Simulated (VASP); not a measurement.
These are PBE GGA with spin-orbit coupling, VASP's PBE PAW potentials (set 64) (plane waves; VASP) values and carry that method's errors.

VASP input:

INCAR:
```
SYSTEM = Tm
PREC = Accurate
ENCUT = 400
EDIFF = 1E-6
NELM = 100
ALGO = Normal
LREAL = .FALSE.
LASPH = .TRUE.
ISMEAR = 1
SIGMA = 0.1
GGA = PE
LMAXMIX = 6
LWAVE = .FALSE.
LCHARG = .FALSE.
ISIF = 2
LSORBIT = .TRUE.
MAGMOM = 0 0 0 0 0 0
GGA_COMPAT = .FALSE.
```

### KPOINTS
```
Automatic mesh
0
Gamma
11 11 6
0 0 0
```

**POSCAR**
```
Tm
1
    1.7700000000    -3.0657300000     0.0000000000
    1.7700000000     3.0657300000     0.0000000000
    0.0000000000     0.0000000000     5.5500000000
Tm
2
Direct
  0.3333330000   0.6666670000   0.2500000000
  0.6666670000   0.3333330000   0.7500000000
```

POTCAR, in this order: Tm_3 (PBE.64 set). Program: vasp_ncl.

Task: What will the output report for the number of irreducible k-points (NKPTS), number of bands (NBANDS), largest plane-wave count, number of space-group operations, FFT grid (NGX, NGY, NGZ)?

Result: 
```
Quantity                                       Value
--------------------------------------  ------------
number of irreducible k-points (NKPTS)            64
number of bands (NBANDS)                          26
largest plane-wave count                        2208
number of space-group operations                  24
FFT grid (NGX, NGY, NGZ)                24 × 24 × 36
```

The compound is Tm in the hcp structure. The cell was not relaxed at this level. The run is one of a series of settings (GGA_COMPAT = .FALSE., LSORBIT = .TRUE., MAGMOM = 0 0 0 0 0 0, program vasp_ncl against the base run), some of them coarse on purpose. The 4f electrons are frozen in the core of the lanthanide potential, so 4f levels, which can set the real gap, and their magnetism are missing.
